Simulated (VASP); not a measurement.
A VASP calculation is set up with these files.

### KPOINTS
```
Regular mesh
0
gamma
  9 9 9
```

File POSCAR:
```
FeBiO3
7.6119820
  0.5000000150   0.0000000000   0.0000000000
  0.0000000000   0.5000000150   0.0000000000
  0.0000000000   0.0000000000   0.5000000150
Bi Fe O
1 1 3
Cart
  0.0000000000   0.0000000000   0.0000000000
  0.2500000075   0.2500000075   0.2500000075
  0.0000000000   0.2500000075   0.2500000075
  0.2500000075   0.2500000075   0.0000000000
  0.2500000075   0.0000000000   0.2500000075
```

### INCAR
```
! general
SYSTEM  = FeBiO3
PREC    = Accurate
ENCUT   = 520
LREAL   = .False.
LASPH   = .True.

! electronic loop
EDIFF   = 1E-7
NELM    = 100
ALGO    = Normal
LMAXMIX = 4

! smearing
ISMEAR  = -5

! functional
GGA     = PS

! spin
ISPIN   = 2
MAGMOM  = 0.0 2.6 0.1 0.1 0.1

! ions
ISIF    = 2

! output
LWAVE   = .False.
LCHARG  = .True.
LORBIT  = 11
NEDOS   = 601

! other
LEFG    = .True.
```

POTCAR, in this order: Bi_d Fe O (PBE.64 set). Program: vasp_std.

Write an equivalent input for Quantum ESPRESSO's pw.x.

One equivalent input (not run):
```
&CONTROL
  calculation = 'scf'
  pseudo_dir = './pseudo'
  outdir = './out'
  tprnfor = .true.
  tstress = .true.
/
&SYSTEM
  ibrav = 0
  nat = 5
  ntyp = 3
  ecutwfc = 90
  occupations = 'tetrahedra'
  input_dft = 'pbesol'
  nspin = 2
  starting_magnetization(2) = 0.26
  starting_magnetization(3) = 0.01
/
&ELECTRONS
  conv_thr = 7.3e-09
  electron_maxstep = 100
/
ATOMIC_SPECIES
  Bi 208.980 Bi.upf
  Fe 55.845 Fe.upf
  O 15.999 O.upf
CELL_PARAMETERS angstrom
     3.8059911   -0.0000000    0.0000000
     0.0000000    3.8059911    0.0000000
    -0.0000000    0.0000000    3.8059911
ATOMIC_POSITIONS crystal
  Bi   0.0000000  0.0000000  0.0000000
  Fe   0.5000000  0.5000000  0.5000000
  O    0.0000000  0.5000000  0.5000000
  O    0.5000000  0.5000000  0.0000000
  O    0.5000000  0.0000000  0.5000000
K_POINTS automatic
  9 9 9 0 0 0
```
Limits of the translation: the potentials are each code's own (VASP's PAW set, PseudoDojo norm-conserving files in pw.x), so ENCUT and ecutwfc are chosen apart and not converted; conv_thr bounds pw.x's estimated SCF error, while EDIFF bounds the energy change between steps; starting_magnetization is a fraction of the valence charge and MAGMOM a moment in μB, so they match only roughly; the field gradients of LEFG aren't asked of the other code.

The structure was generated: FeBiO3 was put into the cubic-perovskite type (Pm-3m), which need not be its known phase. It was relaxed first.
